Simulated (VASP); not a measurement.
Output of a VASP run:

### OUTCAR
```
 ion  position               nearest neighbor table
   1  0.000  0.000  0.000-   3 2.82   4 2.82   5 2.82   3 2.82   4 2.82   4 2.82   5 2.82   4 2.82
                             3 2.82   5 2.82   3 2.82   5 2.82   2 3.45   2 3.45   2 3.45   2 3.45
   2  0.500  0.500  0.500-   3 1.99   4 1.99   5 1.99   5 1.99   3 1.99   4 1.99   1 3.45   1 3.45
                             1 3.45   1 3.45   1 3.45   1 3.45   1 3.45   1 3.45
   3  0.500  0.000  0.500-   2 1.99   2 1.99   1 2.82   1 2.82   1 2.82   1 2.82
   4  0.000  0.500  0.500-   2 1.99   2 1.99   1 2.82   1 2.82   1 2.82   1 2.82
   5  0.500  0.500  0.000-   2 1.99   2 1.99   1 2.82   1 2.82   1 2.82   1 2.82
  LATTYP: Found a simple cubic cell.
 ALAT       =     3.9815640000
 Subroutine PRICEL returns:
 Original cell was already a primitive cell.
 Subroutine GETGRP returns: Found 48 space group operations
The static configuration has the point symmetry O_h .
The dynamic configuration has the point symmetry O_h .
 Subroutine INISYM returns: Found 48 space group operations
 Subroutine IBZKPT returns following result:
 Found     35 irreducible k-points:

 Following reciprocal coordinates:
            Coordinates               Weight
  0.000000  0.000000  0.000000      1.000000
  0.125000  0.000000  0.000000      6.000000
  0.250000  0.000000  0.000000      6.000000
  0.375000  0.000000  0.000000      6.000000
  0.500000  0.000000  0.000000      3.000000
  0.125000  0.125000  0.000000     12.000000
  0.250000  0.125000  0.000000     24.000000
  0.375000  0.125000  0.000000     24.000000
  0.500000  0.125000  0.000000     12.000000
  0.250000  0.250000  0.000000     12.000000
  0.375000  0.250000  0.000000     24.000000
  0.500000  0.250000  0.000000     12.000000
  0.375000  0.375000  0.000000     12.000000
  0.500000  0.375000  0.000000     12.000000
  0.500000  0.500000  0.000000      3.000000
  0.125000  0.125000  0.125000      8.000000
  0.250000  0.125000  0.125000     24.000000
  0.375000  0.125000  0.125000     24.000000
  0.500000  0.125000  0.125000     12.000000
  0.250000  0.250000  0.125000     24.000000
  0.375000  0.250000  0.125000     48.000000
  0.500000  0.250000  0.125000     24.000000
  0.375000  0.375000  0.125000     24.000000
  0.500000  0.375000  0.125000     24.000000
  0.500000  0.500000  0.125000      6.000000
  0.250000  0.250000  0.250000      8.000000
  0.375000  0.250000  0.250000     24.000000
  0.500000  0.250000  0.250000     12.000000
  0.375000  0.375000  0.250000     24.000000
  0.500000  0.375000  0.250000     24.000000
  0.500000  0.500000  0.250000      6.000000
  0.375000  0.375000  0.375000      8.000000
  0.500000  0.375000  0.375000     12.000000
  0.500000  0.500000  0.375000      6.000000
  0.500000  0.500000  0.500000      1.000000
   k-points           NKPTS =     35   k-points in BZ     NKDIM =     35   number of bands    NBANDS=     24
   number of dos      NEDOS =    301   number of ions     NIONS =      5
   total plane-waves  NPLWV =  21952
   dimension x,y,z NGX =    28 NGY =   28 NGZ =   28
   dimension x,y,z NGXF=    56 NGYF=   56 NGZF=   56
   ions per type =               1   1   3
   PREC   = accura    normal or accurate (medium, high low for compatibility)
   ISTART =      0    job   : 0-new  1-cont  2-samecut
   ICHARG =      2    charge: 1-file 2-atom 10-const
   ISPIN  =      1    spin polarized calculation?
   LNONCOLLINEAR =      F non collinear calculations
   LSORBIT =      F    spin-orbit coupling
   INIWAV =      1    electr: 0-lowe 1-rand  2-diag
   ENCUT  =  400.0 eV  29.40 Ry    5.42 a.u.   6.49  6.49  6.49*2*pi/ulx,y,z
   NELM   =    100;   NELMIN=  2; NELMDL= -5     # of ELM steps
   EDIFF  = 0.1E-05   stopping-criterion for ELM
   LREAL  =      F    real-space projection
   NLSPLINE    = F    spline interpolate recip. space projectors
   LMAXMIX     =    4 max onsite mixed and CHGCAR
   VOSKOWN=      0    Vosko Wilk Nusair interpolation
   EDIFFG = 0.1E-04   stopping-criterion for IOM
   NSW    =      0    number of steps for IOM
   NBLOCK =      1;   KBLOCK =      1    inner block; outer block
   IBRION =     -1    ionic relax: 0-MD 1-quasi-New 2-CG
...
```

### OSZICAR
```
       N       E                     dE             d eps       ncg     rms          rms(c)
DAV:   1     0.396807687802E+03    0.39681E+03   -0.18915E+04  1680   0.152E+03
DAV:   2    -0.107877463675E+02   -0.40760E+03   -0.40126E+03  2080   0.449E+02
DAV:   3    -0.488113469905E+02   -0.38024E+02   -0.37991E+02  2440   0.135E+02
DAV:   4    -0.505102927231E+02   -0.16989E+01   -0.16982E+01  2432   0.249E+01
DAV:   5    -0.505650554683E+02   -0.54763E-01   -0.54756E-01  2440   0.345E+00    0.251E+01
DAV:   6    -0.402541038725E+02    0.10311E+02   -0.68878E+01  2576   0.718E+01    0.150E+01
DAV:   7    -0.402434349021E+02    0.10669E-01   -0.10283E+01  2088   0.242E+01    0.967E+00
DAV:   8    -0.402226238932E+02    0.20811E-01   -0.23185E+00  2192   0.153E+01    0.318E+00
DAV:   9    -0.401300077771E+02    0.92616E-01   -0.52419E-01  2064   0.667E+00    0.972E-01
DAV:  10    -0.401329026527E+02   -0.28949E-02   -0.10745E-01  2280   0.235E+00    0.858E-01
DAV:  11    -0.401249656551E+02    0.79370E-02   -0.86403E-02  2384   0.240E+00    0.285E-01
DAV:  12    -0.401242299128E+02    0.73574E-03   -0.39451E-03  1960   0.642E-01    0.144E-01
DAV:  13    -0.401240053135E+02    0.22460E-03   -0.94566E-04  2392   0.242E-01    0.771E-02
DAV:  14    -0.401239917418E+02    0.13572E-04   -0.26089E-04  2456   0.124E-01    0.264E-02
DAV:  15    -0.401239906932E+02    0.10486E-05   -0.19681E-05  2432   0.343E-02    0.195E-02
DAV:  16    -0.401239891759E+02    0.15173E-05   -0.26403E-06  1680   0.138E-02    0.945E-03
DAV:  17    -0.401239879995E+02    0.11764E-05   -0.79925E-06  2112   0.281E-02    0.475E-03
DAV:  18    -0.401239880084E+02   -0.88994E-08   -0.55252E-07   944   0.597E-03
   1 F= -.40123988E+02 E0= -.40123988E+02  d E =0.000000E+00
```

**OUTCAR**
```
------------------------ aborting loop because EDIFF is reached ----------------------------------------
  FORCE on cell =-STRESS in cart. coord.  units (eV):
  Direction    XX          YY          ZZ          XY          YZ          ZX
  --------------------------------------------------------------------------------------
  Total       -3.8302333     -3.8302333     -3.8302333      0.0000000      0.0000000     -0.0000000
  in kB      -97.2242724    -97.2242724    -97.2242724      0.0000000      0.0000000     -0.0000000
  external PRESSURE =     -97.2242724 kB  Pullay stress =       0.0000000 kB
  volume of cell :       63.12
      direct lattice vectors                 reciprocal lattice vectors
     3.981564000  0.000000000  0.000000000     0.251157585  0.000000000  0.000000000
     0.000000000  3.981564000  0.000000000     0.000000000  0.251157585  0.000000000
     0.000000000  0.000000000  3.981564000     0.000000000  0.000000000  0.251157585
 POSITION                                       TOTAL-FORCE (eV/Angst)
 -----------------------------------------------------------------------------------
      0.00000      0.00000      0.00000         0.000000      0.000000      0.000000
      1.99078      1.99078      1.99078         0.000000      0.000000      0.000000
      1.99078      0.00000      1.99078         0.000000      0.000000      0.000000
      0.00000      1.99078      1.99078         0.000000      0.000000      0.000000
      1.99078      1.99078      0.00000         0.000000      0.000000      0.000000
 -----------------------------------------------------------------------------------
    total drift:                                0.000000      0.000000      0.000000
  FREE ENERGIE OF THE ION-ELECTRON SYSTEM (eV)
  ---------------------------------------------------
  free  energy   TOTEN  =       -40.1239880084 eV

  energy  without entropy=      -40.1239880084  energy(sigma->0) =      -40.12398801
```
(Selected blocks of OUTCAR.)

### POSCAR
```
SrTiO3
1
    3.9815640000     0.0000000000     0.0000000000
    0.0000000000     3.9815640000     0.0000000000
    0.0000000000     0.0000000000     3.9815640000
Sr Ti O
1 1 3
Direct
  0.0000000000   0.0000000000   0.0000000000
  0.5000000000   0.5000000000   0.5000000000
  0.5000000000   0.0000000000   0.5000000000
  0.0000000000   0.5000000000   0.5000000000
  0.5000000000   0.5000000000   0.0000000000
```

### Question
Write an INCAR and KPOINTS that could have produced this output.

### Answer
One answer among several that fit: the input of the run itself, PBE GGA, plane waves, VASP's PBE PAW potentials (set 64).

### INCAR
```
! general
SYSTEM  = SrTiO3
PREC    = Accurate
ENCUT   = 400
LREAL   = .FALSE.
LASPH   = .TRUE.

! electronic loop
EDIFF   = 1E-6
NELM    = 100
ALGO    = Normal
LMAXMIX = 4

! smearing
ISMEAR  = 0
SIGMA   = 0.01

! functional
GGA     = PE

! ions
ISIF    = 2

! output
LWAVE   = .FALSE.
LCHARG  = .FALSE.
```

File KPOINTS:
```
Automatic mesh
0
Gamma
8 8 8
0 0 0
```

POTCAR, in this order: Sr_sv Ti_sv O (PBE.64 set). Program: vasp_std.

At this cut-off the stress carries a Pulay error, which pulls relaxed volumes low.

The structure comes from a computed database's SrTiO3 entry; how it stands against other phases isn't given here. The cell was not relaxed at this level.
